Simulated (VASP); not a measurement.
```yaml
crystal:
  lattice:
    - [0.00000, 3.04470, 3.04470]
    - [3.04470, 0.00000, 3.04470]
    - [3.04470, 3.04470, 0.00000]
  atoms:
    - { symbol: Eu, position: [0.00000, 0.00000, 0.00000] }
    - { symbol: S, position: [0.50000, 0.50000, 0.50000] }
```

The base run (VASP): PBE GGA, plane waves, VASP's PBE PAW potentials (set 64). Settings: 400 eV cut-off, 7×7×7 Γ-centred mesh, Gaussian smearing of 0.050 eV, potentials Eu_2 S.

The 4f electrons are frozen in the core of the lanthanide potential, so 4f levels, which can set the real gap, and their magnetism are missing.

One setting is varied; ΔE counts from the base run. The base run took about 20 core-seconds. The timings are rough (shared machines, no repeats); factors under 2 mean little.

```tsv
setting	cost over the base run	electronic steps	ΔE (meV/atom)
AMIX = 1.0, BMIX = 0.0001, IMIX = 4	within a factor of 2	12	0.0
base run	reference	12	0.0
AMIX = 0.05, BMIX = 0.0001, IMIX = 4	within a factor of 2	20	0.0
AMIX = 0.05, BMIX = 3.0, IMIX = 4	within a factor of 2	20	0.0
AMIX = 0.1, BMIX = 1.0, IMIX = 1	about 4 times	67	0.0
```

Left out are runs that failed, have no time on record or changed the cell.

The compound is EuS in the rock salt structure. The cell was not relaxed at this level.
